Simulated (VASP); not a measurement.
The input files of a VASP run:

**INCAR**
```
! general
SYSTEM   =  HfN
PREC     =  Accurate
ENCUT    =  520
LREAL    =  .FALSE.
LASPH    =  .TRUE.

! electronic loop
EDIFF    =  1E-8
NELM     =  100
ALGO     =  Normal
LMAXMIX  =  6
LMIXTAU  =  .TRUE.

! smearing
ISMEAR   =  1
SIGMA    =  0.1

! functional
METAGGA  =  R2SCAN

! ions
IBRION   =  1
NSW      =  30
ISIF     =  2
EDIFFG   =  -0.001

! output
LWAVE    =  .FALSE.
LCHARG   =  .FALSE.
```

### KPOINTS
```
Automatic mesh
0
Gamma
13 13 13
0 0 0
```

### POSCAR
```
HfN
1
    0.0000000000     2.2558600000     2.2558600000
    2.2558600000     0.0000000000     2.2558600000
    2.2558600000     2.2558600000     0.0000000000
Hf N
1 1
Direct
  0.0000000000   0.0000000000   0.0000000000
  0.5000000000   0.5000000000   0.5000000000
```

POTCAR, in this order: Hf_pv N (PBE.64 set). Program: vasp_std.

### Question
Translate this r2SCAN calculation to Ansatz.

### Answer
One equivalent input (not run):
Ansatz 0.2 input:
```yaml
crystal:
  lattice:
    - [0.0000000, 2.2558600, 2.2558600]
    - [2.2558600, 0.0000000, 2.2558600]
    - [2.2558600, 2.2558600, 0.0000000]
  atoms:
    - { symbol: Hf, position: [0.0000000, 0.0000000, 0.0000000] }
    - { symbol: N, position: [0.5000000, 0.5000000, 0.5000000] }
kpoints:
  mp_grid: { grid: [13, 13, 13] }
hamiltonian:
  xc: r2scan
  pseudopotentials: { kind: paw }
scf:
  occupations: { method: methfessel_paxton, width: 0.1 }
  max_iter: 100
relax:
  max_steps: 30
  f_tol: 0.001
output: { forces: true, stress: true, eigenvalues: true }
```
The two are equivalent in intent, not identical: each code has its own PAW files, so the cut-off isn't converted (ENCUT is set for VASP's; basis.ecutwfc is left out, and Ansatz then takes the one that its files recommend); Ansatz stops its SCF on the density residual and VASP on the energy change (EDIFF).

The structure comes from a computed database's HfN entry (Fm-3m); how it stands against other phases isn't given here. The cell was not relaxed at this level. The start is the result of an earlier pass.
